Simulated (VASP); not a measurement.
# LaP (space group Fm-3m): computed properties

Computed with PBEsol GGA, VASP's PBE PAW potentials (set 64) (plane waves; VASP).

- space group: Fm-3m (225)
- cell: a = 5.977 Å, b = 5.977 Å, c = 5.977 Å, α = 90.00°, β = 90.00°, γ = 90.00°
- volume per atom: 26.69 Å³/atom
- band gap (over mesh and band path): none (metal, semimetal or under 0.01 eV)
- band gap with spin-orbit coupling: none (metallic)
- density: 5.29 g/cm³

```
LaP
1.0
    0.00000     2.98833     2.98833
    2.98833     0.00000     2.98833
    2.98833     2.98833     0.00000
P La
1 1
Direct
  0.50000   0.50000   0.50000
  0.00000   0.00000   0.00000
```

The structure comes from a measured LaP entry (Fm-3m) of the Crystallography Open Database, whose conditions weren't checked. It was relaxed first. Symmetry was kept, so distortions that lower it aren't found.
